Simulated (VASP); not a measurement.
```xyz
2
Lattice="0.0000 2.6228 2.6228 2.6228 0.0000 2.6228 2.6228 2.6228 0.0000" Properties=species:S:1:pos:R:3 pbc="T T T"
Be     5.2457     5.2457     5.2457
Se     1.3114     1.3114     1.3114
```

Calculation: AM05 GGA, VASP's PBE PAW potentials (set 64) (plane waves; VASP 6.6.1). Run with 520 eV cut-off, 9×9×9 Γ-centred mesh, Gaussian smearing of 0.050 eV, potentials Be Se.

**Question.** What does the run give for the energy per atom (σ→0), pressure?

**Answer.** 
```json
{
 "energy per atom (σ→0)": "-4.526 eV/atom",
 "pressure": "-4.04 GPa"
}
```

The absolute energy has meaning only against runs of the same code, potentials and settings.

The compound is BeSe in the zinc blende structure. This cell is one point of a volume scan, at 1.06 of the reference volume.
